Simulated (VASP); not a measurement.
Method: PBEsol GGA, VASP's PBE PAW potentials (set 64) (plane waves; VASP).

VASP input:

**KPOINTS**
```
Automatic
0
Gamma
  7 7 7
0 0 0
```

**INCAR**
```
ALGO = Normal
EDIFF = 1E-6
EDIFFG = -0.01
ENCUT = 400
GGA = PS
IBRION = 2
ISIF = 3
ISMEAR = 0
LASPH = .TRUE.
LCHARG = .FALSE.
LMAXMIX = 4
LREAL = .FALSE.
LWAVE = .FALSE.
NELM = 100
NSW = 60
PREC = Accurate
SIGMA = 0.05
SYSTEM = CuI
```

File POSCAR:
```
CuI
1.0
  0.0000000000   3.0250000000   3.0250000000
  3.0250000000   0.0000000000   3.0250000000
  3.0250000000   3.0250000000   0.0000000000
Cu I
1 1
direct
  0.0000000000   0.0000000000   0.0000000000
  0.2500000000   0.2500000000   0.2500000000
```

POTCAR, in this order: Cu I (PBE.64 set). Program: vasp_std.

Output

**OSZICAR**
```
       N       E                     dE             d eps       ncg     rms          rms(c)
DAV:   1     0.977310751336E+02    0.97731E+02   -0.69229E+03   520   0.121E+03
DAV:   2     0.187590795321E+00   -0.97543E+02   -0.90796E+02   525   0.247E+02
DAV:   3    -0.637072088756E+01   -0.65583E+01   -0.64686E+01   708   0.760E+01
DAV:   4    -0.659244696647E+01   -0.22173E+00   -0.22161E+00   632   0.126E+01
DAV:   5    -0.659891298824E+01   -0.64660E-02   -0.64658E-02   754   0.218E+00    0.580E+00
DAV:   6    -0.651303381249E+01    0.85879E-01   -0.50298E+00   528   0.630E+01    0.384E+00
DAV:   7    -0.629976434926E+01    0.21327E+00   -0.10835E+00   555   0.383E+01    0.168E+00
DAV:   8    -0.630339198049E+01   -0.36276E-02   -0.88171E-02   781   0.590E+00    0.616E-01
DAV:   9    -0.629834061727E+01    0.50514E-02   -0.21182E-02   645   0.441E+00    0.238E-01
DAV:  10    -0.629842021501E+01   -0.79598E-04   -0.81478E-04   605   0.229E-01    0.189E-01
DAV:  11    -0.629830707618E+01    0.11314E-03   -0.71881E-04   732   0.877E-01    0.399E-02
DAV:  12    -0.629832369742E+01   -0.16621E-04   -0.12671E-04   804   0.825E-02    0.475E-02
DAV:  13    -0.629832491925E+01   -0.12218E-05   -0.19329E-06   431   0.221E-02    0.187E-02
DAV:  14    -0.629832382983E+01    0.10894E-05   -0.29472E-06   563   0.521E-02    0.177E-02
DAV:  15    -0.629832307208E+01    0.75774E-06   -0.11965E-06   303   0.270E-02
   1 F= -.62983231E+01 E0= -.62983231E+01  d E =-.629832E+01
       N       E                     dE             d eps       ncg     rms          rms(c)
DAV:   1    -0.748327518893E+01   -0.11850E+01   -0.16448E+01   520   0.985E+01    0.941E+00
DAV:   2    -0.724510865876E+01    0.23817E+00   -0.18126E+01   520   0.120E+02    0.506E+00
DAV:   3    -0.634133138850E+01    0.90378E+00   -0.34600E+00   615   0.771E+01    0.114E+00
DAV:   4    -0.634690611818E+01   -0.55747E-02   -0.58261E-01   775   0.174E+01    0.127E+00
DAV:   5    -0.632448070796E+01    0.22425E-01   -0.12614E-01   676   0.103E+01    0.626E-01
DAV:   6    -0.632446900873E+01    0.11699E-04   -0.31817E-03   550   0.446E-01    0.515E-01
DAV:   7    -0.632358762706E+01    0.88138E-03   -0.21729E-03   820   0.165E+00    0.142E-01
DAV:   8    -0.632357828816E+01    0.93389E-05   -0.12552E-03   730   0.916E-01    0.921E-02
DAV:   9    -0.632356733269E+01    0.10955E-04   -0.33545E-05   781   0.128E-01    0.252E-02
DAV:  10    -0.632355843874E+01    0.88939E-05   -0.33641E-05   710   0.195E-01    0.635E-03
DAV:  11    -0.632355903920E+01   -0.60046E-06   -0.57709E-06   573   0.168E-02
   2 F= -.63235590E+01 E0= -.63235590E+01  d E =-.252360E-01
       N       E                     dE             d eps       ncg     rms          rms(c)
DAV:   1    -0.632673349956E+01   -0.31751E-02   -0.50136E-02   520   0.572E+00    0.434E-01
DAV:   2    -0.632490905548E+01    0.18244E-02   -0.31561E-02   520   0.587E+00    0.185E-01
DAV:   3    -0.632374798189E+01    0.11611E-02   -0.64272E-03   520   0.277E+00    0.756E-02
DAV:   4    -0.632364987047E+01    0.98111E-04   -0.34285E-04   570   0.173E-01    0.274E-02
DAV:   5    -0.632364415998E+01    0.57105E-05   -0.13272E-05   726   0.958E-02    0.239E-02
DAV:   6    -0.632364127542E+01    0.28846E-05   -0.25436E-06   552   0.250E-02    0.950E-03
DAV:   7    -0.632364065192E+01    0.62350E-06   -0.13185E-06   366   0.348E-02
   3 F= -.63236407E+01 E0= -.63236407E+01  d E =-.253176E-01
```

File OUTCAR:
```
------------------------ aborting loop because EDIFF is reached ----------------------------------------
  FORCE on cell =-STRESS in cart. coord.  units (eV):
  Direction    XX          YY          ZZ          XY          YZ          ZX
  --------------------------------------------------------------------------------------
  Total        0.0021623      0.0021623      0.0021623     -0.0000000      0.0000000     -0.0000000
  in kB        0.0662595      0.0662595      0.0662595     -0.0000000      0.0000000     -0.0000000
  external PRESSURE =       0.0662595 kB  Pullay stress =       0.0000000 kB
  volume of cell :       52.28
      direct lattice vectors                 reciprocal lattice vectors
     0.000000000  2.967895719  2.967895719    -0.168469531  0.168469531  0.168469531
     2.967895719  0.000000000  2.967895719     0.168469531 -0.168469531  0.168469531
     2.967895719  2.967895719  0.000000000     0.168469531  0.168469531 -0.168469531
  FREE ENERGIE OF THE ION-ELECTRON SYSTEM (eV)
  ---------------------------------------------------
  free  energy   TOTEN  =        -6.3236406519 eV

  energy  without entropy=       -6.3236406519  energy(sigma->0) =       -6.32364065

 reached required accuracy - stopping structural energy minimisation
```
(Selected blocks of OUTCAR.)

CONTCAR:
```
CuI
   1.00000000000000
     0.0000000000000000    2.9678957190526178    2.9678957190526178
     2.9678957190526178    0.0000000000000000    2.9678957190526178
     2.9678957190526178    2.9678957190526178    0.0000000000000000
  Cu              I
     1     1
Direct
     0.0000000000000000    0.0000000000000000    0.0000000000000000
     0.2500000000000000    0.2500000000000000    0.2500000000000000
```

Energy and stress use the plane-wave basis of the starting cell.

The compound is CuI in the zinc blende structure. This run relaxes it. Symmetry was kept, so distortions that lower it aren't found.
